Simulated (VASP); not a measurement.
Input of a VASP 6.6.1 run:

The input POSCAR:

```
SO
1.0
    9.0000000000      0.0000000000      0.0000000000
    0.0000000000      9.5000000000      0.0000000000
    0.0000000000      0.0000000000     10.0000000000
S O
1 1
Direct
    0.5000000000      0.5000000000      0.4260000000
    0.5000000000      0.5000000000      0.5740000000
```

The input INCAR.step1:

```
SYSTEM = SO
ALGO = Normal
EDIFF = 1E-5
ENCUT = 520
GGA = PE
ISMEAR = 0
ISPIN = 2
ISYM = 0
LASPH = .TRUE.
LCHARG = .FALSE.
LORBIT = 11
LREAL = .FALSE.
LWAVE = .TRUE.
MAGMOM = 1 1
NCORE = 2
NELM = 80
NUPDOWN = 2
PREC = Accurate
SIGMA = 0.01
```

Contents of INCAR.step2:

```
SYSTEM = SO
AEXX = 0.25
ALGO = Normal
EDIFF = 1E-7
EDIFFG = -0.01
ENCUT = 520
GGA = PE
IBRION = 2
ISIF = 2
ISMEAR = 0
ISPIN = 2
ISTART = 1
ISYM = 0
LASPH = .TRUE.
LCHARG = .FALSE.
LHFCALC = .TRUE.
LORBIT = 11
LREAL = .FALSE.
LWAVE = .FALSE.
MAGMOM = 1 1
NCORE = 2
NELM = 80
NSW = 30
NUPDOWN = 2
PREC = Accurate
PRECFOCK = Normal
SIGMA = 0.01
```

Contents of KPOINTS:

```
k-points
0
G
  1 1 1
  0 0 0
```

Potentials or basis: VASP PAW PBE potentials, release 64 (S, O).

Run with:

```sh
$ cat potpaw_PBE.64/S/POTCAR potpaw_PBE.64/O/POTCAR > POTCAR
$ cp INCAR.step1 INCAR
$ mpirun -np 4 vasp_gam > vasp.out
$ cp INCAR.step2 INCAR
$ mpirun -np 4 vasp_gam > vasp.out
```

Question: What does it give for the energy gained by relaxing?

Answer: 1.7 meV/atom.

Step by step:
```tsv
step	energy change (eV)	largest force (eV/Å)	pressure (GPa)
1	0.0000	0.5877	-0.07
2	0.0583	2.8222	0.23
3	-0.0033	0.0026	-0.02
```

Caveat: the PAW data sets were made with another functional, which shifts forces and pressure a little; the total moment is fixed, so each spin has its own Fermi level.
